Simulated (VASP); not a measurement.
# Sb: zone-centre modes, functional by functional, part 2 of 2

Aim: the vibrations of Sb at the zone centre, at several levels of theory. The starting structure is a measured crystal structure from the Crystallography Open Database.

VASP 6.6.1.

Results so far: LDA A1g 142.8 cm⁻¹; LDA at the measured cell A1g 146.1 cm⁻¹; PBEsol A1g 142.5 cm⁻¹.

### 5. Modes with PBE

Level of this step: PBE; plane waves and PAW (Sb) (VASP).

PBE, the usual starting point, adds the gradient of the density. The cell comes from a relaxation at this level, not shown (63.54 Å³).

Input file INCAR:

```
SYSTEM = Sb
PREC = Accurate
ENCUT = 450
EDIFF = 1E-08
NELM = 100
ISMEAR = 1
SIGMA = 0.15
LREAL = .FALSE.
ALGO = Normal
GGA = PE
NBANDS = 11
LORBIT = 11
LWAVE = .FALSE.
LCHARG = .FALSE.
KPAR = 2
IBRION = 8
ISIF = 2
```

Input file POSCAR:

```
Sb
1.0
    2.1891885372      1.2639285913      3.8270890676
   -2.1891885372      1.2639285913      3.8270890676
    0.0000000000     -2.5278571825      3.8270890676
Sb
2
Direct
    0.7667082162      0.7667082162      0.7667082162
    0.2332917838      0.2332917838      0.2332917838
```

Input file KPOINTS:

```
Automatic mesh
0
Gamma
12 12 12
0 0 0
```

PAW data sets: Sb (PBE family, release 64).

Started as:

```
mpirun -np 2 vasp_std
```

Output:

```text
[banner, memory and clock lines left out]
running    2 mpi-ranks, on    1 nodes
[...]
LDA part: xc-table for (Slater+PW92), standard interpolation
 POSCAR, INCAR and KPOINTS ok, starting setup
[...]
entering main loop
       N       E                     dE             d eps       ncg     rms          rms(c)
DAV:   1     0.326049520300E+02    0.32605E+02   -0.33363E+03  4158   0.635E+02
DAV:   2    -0.650721962794E+01   -0.39112E+02   -0.37988E+02  5564   0.105E+02
DAV:   3    -0.825951957390E+01   -0.17523E+01   -0.17451E+01  5055   0.256E+01
DAV:   4    -0.827484012485E+01   -0.15321E-01   -0.15319E-01  4716   0.288E+00
[...]
DAV:  13    -0.827446342804E+01   -0.44737E-07   -0.77899E-09  3377   0.553E-04    0.576E-05
DAV:  14    -0.827446341776E+01    0.10279E-07   -0.82299E-10  2343   0.219E-04    0.949E-06
DAV:  15    -0.827446341774E+01    0.20407E-10   -0.10219E-10  2232   0.818E-05
   1 F= -.82744634E+01 E0= -.82746206E+01  d E =0.471487E-03
 Linear response reoptimize wavefunctions to high precision
[...]
RMM:   7    -0.248161428594E-01    0.47744E-06   -0.14235E-07 32843   0.368E-04    0.655E-05
RMM:   8    -0.248160200600E-01    0.12280E-06   -0.41882E-08 33480   0.840E-05    0.152E-05
RMM:   9    -0.248160254883E-01   -0.54283E-08   -0.10327E-08 33326   0.304E-05    0.226E-06
 first order change of Fermi-energy  -0.29242E-04
 force on displaced ion       1 direction 1 :  -2.538   0.000  -0.000
 Linear response progress:
  Degree of freedom:   2/  2
       N       E                     dE             d eps       ncg     rms          rms(c)
RMM:   1    -0.258780443174E-01   -0.25878E-01    0.25144E-02  8190   0.114E+00
RMM:   2    -0.252588198744E-01    0.61922E-03   -0.14308E-03  6456   0.228E-01    0.463E-02
RMM:   3    -0.251288233038E-01    0.13000E-03   -0.49168E-05  6916   0.439E-02    0.283E-02
RMM:   4    -0.250270808879E-01    0.10174E-03   -0.31936E-05  6762   0.280E-02    0.781E-03
[...]
RMM:   9    -0.250348566061E-01   -0.13273E-07   -0.94816E-11  7289   0.336E-05    0.163E-05
RMM:  10    -0.250348751943E-01   -0.18588E-07   -0.14635E-10  7022   0.291E-05    0.592E-06
RMM:  11    -0.250348748290E-01    0.36530E-09    0.17724E-11  7207   0.513E-06    0.189E-06
 first order change of Fermi-energy  -0.31947E+00
 force on displaced ion       1 direction 3 :   0.000  -0.000  -4.898
 Linear response finished
```

Run time: 6.8 min. Hardware: 2 MPI ranks of AMD EPYC 7R43, shared host; peak memory 1.9 GiB.

From OUTCAR (step 5):

```text
  Total       -0.0038945     -0.0038945     -0.0026716      0.0000000     -0.0000000      0.0000000
  in kB       -0.0982054     -0.0982054     -0.0673689      0.0000000     -0.0000000      0.0000000
  external PRESSURE =      -0.0879265 kB  Pullay stress =       0.0000000 kB

 POSITION                                       TOTAL-FORCE (eV/Angst)
 -----------------------------------------------------------------------------------
      0.00000      0.00000      8.80278         0.000000      0.000000      0.001343
      0.00000      0.00000      2.67849         0.000000     -0.000000     -0.001343
 -----------------------------------------------------------------------------------
    total drift:                                0.000000      0.000000     -0.000000

[... 1 part as in an earlier step ...]

[... 1 further part left out ...]
```

With PBE the modes are A1g 147.9, Eg 106.5 cm⁻¹; the largest shift is +16.5 cm⁻¹, in Eg, from LDA.

### 6. Modes with PBEsol + D3(BJ)

D3 with Becke-Johnson damping keeps a finite attraction at short range. The cell comes from a relaxation at this level, not shown (56.52 Å³).

Changes to INCAR since step 5:

```diff
@@ -9,3 +9,4 @@
 ALGO = Normal
-GGA = PE
+GGA = PS
+IVDW = 12
 NBANDS = 11
@@ -15,3 +16,6 @@
 KPAR = 2
-IBRION = 8
+IBRION = 6
+NFREE = 2
+POTIM = 0.015
+NSW = 1
 ISIF = 2
```

Input file POSCAR:

```
Sb
1.0
    2.1380229421      1.2343881212      3.5695304210
   -2.1380229421      1.2343881212      3.5695304210
    0.0000000000     -2.4687762423      3.5695304210
Sb
2
Direct
    0.7610189616      0.7610189616      0.7610189616
    0.2389810384      0.2389810384      0.2389810384
```

KPOINTS is that of step 5.

Started as:

```
mpirun -np 2 vasp_std
```

Output:

```text
[banner, memory and clock lines left out]
running    2 mpi-ranks, on    1 nodes
[...]
[... a notice as in an earlier step ...]

 LDA part: xc-table for (Slater+PW92), standard interpolation
 POSCAR, INCAR and KPOINTS ok, starting setup
[...]
entering main loop
       N       E                     dE             d eps       ncg     rms          rms(c)
DAV:   1     0.314205667282E+02    0.31421E+02   -0.33651E+03  4158   0.641E+02
DAV:   2    -0.743958837047E+01   -0.38860E+02   -0.37565E+02  5505   0.109E+02
DAV:   3    -0.909081260771E+01   -0.16512E+01   -0.16378E+01  5002   0.252E+01
DAV:   4    -0.910503156453E+01   -0.14219E-01   -0.14216E-01  4676   0.280E+00
[...]
DAV:  11    -0.909101304702E+01   -0.15157E-06   -0.12794E-07  4692   0.211E-03    0.408E-04
DAV:  12    -0.909101307563E+01   -0.28602E-07   -0.98765E-09  3416   0.571E-04    0.928E-05
DAV:  13    -0.909101307674E+01   -0.11180E-08   -0.11699E-09  2391   0.241E-04
   1 F= -.10056952E+02 E0= -.10057120E+02  d E =0.503966E-03
[... from here on, the cycles between the ionic steps are left out ...]
   2 F= -.10056810E+02 E0= -.10056985E+02  d E =0.525279E-03
   3 F= -.10056810E+02 E0= -.10056985E+02  d E =0.525267E-03
   4 F= -.10056491E+02 E0= -.10056699E+02  d E =0.623046E-03
   5 F= -.10056539E+02 E0= -.10056657E+02  d E =0.353231E-03
 Finite differences progress:
  Degree of freedom:   2/  2
  Displacement:        2/  2
  Total:               4/  4
```

It took 3.4 min on 2 MPI ranks; peak memory 1.3 GiB.

OUTCAR, selected parts (step 6):

```text
 Edisp (eV)   -0.96597

 Edisp (eV)   -0.96591

  Total      -0.05281    -0.05281    -0.07897     0.00000    -0.00000     0.00000
  in kB      -1.49707    -1.49707    -2.23857     0.00000    -0.00000     0.00000
  external pressure =       -1.74 kB  Pullay stress =        0.00 kB

 POSITION                                       TOTAL-FORCE (eV/Angst)
 -----------------------------------------------------------------------------------
      0.00000      0.00000      8.13444         0.000000      0.000000      0.054191
      0.00000      0.00000      2.55915         0.000000     -0.000000     -0.054191
 -----------------------------------------------------------------------------------
    total drift:                                0.000000      0.000000      0.000078

  FREE ENERGIE OF THE ION-ELECTRON SYSTEM (eV)
  ---------------------------------------------------
  free  energy   TOTEN  =       -10.0565393424 eV

  energy  without entropy=      -10.0568925737  energy(sigma->0) =      -10.05665709

[... 1 part as in an earlier step ...]

[... 2 further parts left out ...]
[key lines of the parts left out:]
E-fermi :   7.8262
```

The last energy, forces and stress in OUTCAR belong to the last displaced cell, not to that of POSCAR.

With PBEsol + D3(BJ) the modes are A1g 131.6, Eg 75.5 cm⁻¹; the largest shift is -14.5 cm⁻¹, in Eg, from LDA.

### 7. Modes with r2SCAN

r2SCAN adds the kinetic-energy density, costs more than a GGA and is run with LASPH. The cell comes from a relaxation at this level, not shown (62.95 Å³).

Changes to INCAR since step 6:

```diff
@@ -9,4 +9,4 @@
 ALGO = Normal
-GGA = PS
-IVDW = 12
+METAGGA = R2SCAN
+LASPH = .TRUE.
 NBANDS = 11
```

Input file POSCAR:

```
Sb
1.0
    2.1728400415      1.2544897829      3.8488184701
   -2.1728400415      1.2544897829      3.8488184701
    0.0000000000     -2.5089795657      3.8488184701
Sb
2
Direct
    0.7679302368      0.7679302368      0.7679302368
    0.2320697632      0.2320697632      0.2320697632
```

KPOINTS is that of step 6.

Started as:

```
mpirun -np 2 vasp_std
```

Output:

```text
[banner, memory and clock lines left out]
running    2 mpi-ranks, on    1 nodes
[...]
[... a notice as in an earlier step ...]

 LDA part: xc-table for (None), standard interpolation
 POSCAR, INCAR and KPOINTS ok, starting setup
[...]
entering main loop
       N       E                     dE             d eps       ncg     rms          rms(c)
DAV:   1    -0.102881020394E+02   -0.10288E+02   -0.33858E+03  4158   0.653E+02
DAV:   2    -0.508743807947E+02   -0.40586E+02   -0.39363E+02  5507   0.111E+02
DAV:   3    -0.526382277131E+02   -0.17638E+01   -0.17471E+01  5109   0.262E+01
DAV:   4    -0.526531235383E+02   -0.14896E-01   -0.14893E-01  4710   0.288E+00
[...]
DAV:  13    -0.513930189509E+02   -0.10328E-06   -0.12585E-08  3120   0.786E-04    0.263E-04
DAV:  14    -0.513930190654E+02   -0.11454E-06   -0.14836E-09  2337   0.335E-04    0.631E-05
DAV:  15    -0.513930190652E+02    0.19361E-09   -0.24948E-10  2298   0.144E-04
   1 F= -.51393019E+02 E0= -.51393089E+02  d E =0.210770E-03
[... from here on, the cycles between the ionic steps are left out ...]
   2 F= -.51392694E+02 E0= -.51392763E+02  d E =0.208884E-03
   3 F= -.51392694E+02 E0= -.51392763E+02  d E =0.208884E-03
   4 F= -.51392413E+02 E0= -.51392474E+02  d E =0.183460E-03
   5 F= -.51392352E+02 E0= -.51392453E+02  d E =0.301110E-03
 Finite differences progress:
  Degree of freedom:   2/  2
  Displacement:        2/  2
  Total:               4/  4
```

It took 23 min on 2 MPI ranks; peak memory 1.5 GiB; 46 min of CPU time.

From OUTCAR (step 7):

```text
  Total       -0.0659760     -0.0659760     -0.1213933      0.0000000     -0.0000000      0.0000000
  in kB       -1.6792800     -1.6792800     -3.0898109      0.0000000     -0.0000000      0.0000000
  external PRESSURE =      -2.1494570 kB  Pullay stress =       0.0000000 kB

 POSITION                                       TOTAL-FORCE (eV/Angst)
 -----------------------------------------------------------------------------------
      0.00000      0.00000      8.85187         0.000000      0.000000      0.085137
      0.00000      0.00000      2.67958         0.000000     -0.000000     -0.085137
 -----------------------------------------------------------------------------------
    total drift:                                0.000000     -0.000000      0.000002

  FREE ENERGIE OF THE ION-ELECTRON SYSTEM (eV)
  ---------------------------------------------------
  free  energy   TOTEN  =       -51.3923524996 eV

  energy  without entropy=      -51.3926536096  energy(sigma->0) =      -51.39245287

[... 1 part as in an earlier step ...]

[... 2 further parts left out ...]
[key lines of the parts left out:]
E-fermi :   6.7937
```

With r2SCAN the modes are A1g 159.0, Eg 113.7 cm⁻¹; the largest shift is +23.7 cm⁻¹, in Eg, from LDA.

### 8. Modes with r2SCAN + rVV10 (not reached)

rVV10 adds a nonlocal correlation energy for dispersion. The run named in the heading was never made; what follows is the relaxation that should come before it.

Input file INCAR:

```
SYSTEM = Sb
PREC = Accurate
ENCUT = 450
EDIFF = 1E-07
NELM = 100
ISMEAR = 1
SIGMA = 0.15
LREAL = .FALSE.
ALGO = Normal
METAGGA = R2SCAN
LUSE_VDW = .TRUE.
IVDW_NL = 2
BPARAM = 11.95
CPARAM = 0.0093
LASPH = .TRUE.
NBANDS = 11
LORBIT = 11
LWAVE = .FALSE.
LCHARG = .FALSE.
KPAR = 2
IBRION = 2
NSW = 50
ISIF = 3
EDIFFG = -0.002
```

Input file POSCAR:

```
Sb
1.0
    2.1503500000      1.2415051514      3.7406666667
   -2.1503500000      1.2415051514      3.7406666667
    0.0000000000     -2.4830103027      3.7406666667
Sb
2
Direct
    0.7663800000      0.7663800000      0.7663800000
    0.2336200000      0.2336200000      0.2336200000
```

KPOINTS is that of step 7.

Started as:

```
mpirun -np 2 vasp_std
```

Output:

```text
[banner, memory and clock lines left out]
running    2 mpi-ranks, on    1 nodes
[...]
|                                                                             |
|               ----> ADVICE to this user running VASP <----                  |
|                                                                             |
|     You have switched on vdW-DFT.                                           |
|     This routine was written and supplied by Jiri Klimes. We recommend      |
|     that you carefully read and cite the following publications:            |
|       J. Klimes, D.R. Bowler, A. Michelides                                 |
|          J. Phys.: Cond Matt. 22 022201 (2010)                              |
|       J. Klimes, D.R. Bowler, A. Michelides                                 |
|          Phys. Rev. B. 83, 195131 (2011)                                    |
|     and references therein.                                                 |
|                                                                             |

[...]
Total rVV10 correction in eV:      0.2963372    18.5834143
DAV:  13    -0.510781130056E+02   -0.76637E-07   -0.10753E-08  2361   0.745E-04
Total rVV10 correction in eV:      0.2963359    18.5834143
Total rVV10 correction in eV:      0.2963359    18.5834143
Total rVV10 correction in eV:      0.2963363    18.5834143
Total rVV10 correction in eV:      0.2963363    18.5834143
   1 F= -.51078113E+02 E0= -.51078386E+02  d E =-.510781E+02
[... from here on, the cycles between the ionic steps are left out ...]
   2 F= -.51080747E+02 E0= -.51080902E+02  d E =-.263447E-02
   3 F= -.51085798E+02 E0= -.51086007E+02  d E =-.768517E-02
   4 F= -.51085795E+02 E0= -.51086002E+02  d E =-.768194E-02
   5 F= -.51085863E+02 E0= -.51086060E+02  d E =-.675654E-04
   6 F= -.51085922E+02 E0= -.51086098E+02  d E =-.126762E-03
   7 F= -.51085948E+02 E0= -.51086125E+02  d E =-.258540E-04
   8 F= -.51085948E+02 E0= -.51086125E+02  d E =-.258997E-04
[...]
soft stop encountered!  aborting job ...
   9 F= -.51085962E+02 E0= -.51086138E+02  d E =-.141493E-04
 trial-energy change:   -0.000014  1 .order   -0.000015   -0.000029   -0.000002
 step:   1.2292(harm=  1.1996)  dis= 0.00007  next Energy=   -51.085962 (dE=-0.142E-04)
 reached required accuracy - stopping structural energy minimisation
 deleting file STOPCAR
```

Wall time 21 min (2 MPI ranks); peak memory 0.7 GiB.

Logs of long relaxations may skip ionic steps without a mark.

The relaxation reached its criterion just as the job's time was up; it counts as cut off here, and no run followed it.

### 9. All runs side by side

| run | ended | A1g | Eg | method | core minutes |
| --- | --- | --- | --- | --- | --- |
| LDA | converged | 142.8 | 90.0 | perturbation theory | 13.9 |
| LDA at the measured cell | converged | 146.1 | 101.9 | perturbation theory | 12.2 |
| PBEsol | converged | 142.5 | 92.0 | perturbation theory | 13.8 |
| PBE | converged | 147.9 | 106.5 | perturbation theory | 13.6 |
| PBEsol + D3(BJ) | converged | 131.6 | 75.5 | finite displacements | 6.8 |
| r2SCAN | converged | 159.0 | 113.7 | finite displacements | 45.9 |
| r2SCAN + rVV10 | cut off by time | - | - | - | 41.2 |

Modes are in cm⁻¹, degenerate ones as one, matched between runs by symmetry and order. A number in brackets counts the listed modes of one symmetry from the lowest. The symmetry labels come from an automatic analysis and can be wrong where levels nearly coincide. Core minutes are wall time times ranks of the run shown, on a shared host.

### 10. Outcome

```json
{
 "A1g, LDA": "142.8 cm⁻¹",
 "Eg, LDA": "90.0 cm⁻¹",
 "A1g, LDA at the measured cell": "146.1 cm⁻¹",
 "Eg, LDA at the measured cell": "101.9 cm⁻¹",
 "A1g, PBEsol": "142.5 cm⁻¹",
 "Eg, PBEsol": "92.0 cm⁻¹",
 "A1g, PBE": "147.9 cm⁻¹",
 "Eg, PBE": "106.5 cm⁻¹",
 "A1g, PBEsol + D3(BJ)": "131.6 cm⁻¹",
 "Eg, PBEsol + D3(BJ)": "75.5 cm⁻¹",
 "A1g, r2SCAN": "159.0 cm⁻¹",
 "Eg, r2SCAN": "113.7 cm⁻¹"
}
```

Among the runs matched mode by mode, on the cells relaxed at each level, the A1g mode of Sb, the highest of the listed ones in the run with LDA, lies between 132 cm⁻¹ (PBEsol + D3(BJ)) and 159 cm⁻¹ (r2SCAN). Among the runs matched mode by mode, on the cells relaxed at each level, the Eg mode of Sb, the lowest of the listed ones in the run with LDA, lies between 75.5 cm⁻¹ (PBEsol + D3(BJ)) and 114 cm⁻¹ (r2SCAN). Taking the measured cell, +2.5 % in volume, instead of the one relaxed with LDA moves Eg by +11.9 cm⁻¹. The edges differ by a +0.0 %, b +0.0 % and c +2.6 %. Some levels use perturbation theory and the others finite displacements, so their times can't be compared. LASPH is on in some of these runs and off in others, which adds a little to the differences. The mesh isn't converged: on a 16×16×16 mesh, in a run told elsewhere, A1g with LDA is 140.3 cm⁻¹ in place of 142.8. These runs have no gap, or one under 0.08 eV; such runs hang more on mesh and smearing. A dispersion term summed over pairs of atoms is doubtful in a bulk metal. The frequencies are harmonic. No result to use came from r2SCAN + rVV10. Further runs on this material are not shown.

[Lines on the potential files, build, host, timing and source positions are cut from VASP's logs without a mark.]

[Logs are printed without paths, hosts, clocks, repeated set-up lines and the standing remarks that a program may print on its own settings, such as how far it seeks lower states.]

[Hosts, paths, dates, database ids (printed as entryN), source tags and the programs' standing remarks are cut or masked in the printed files.]
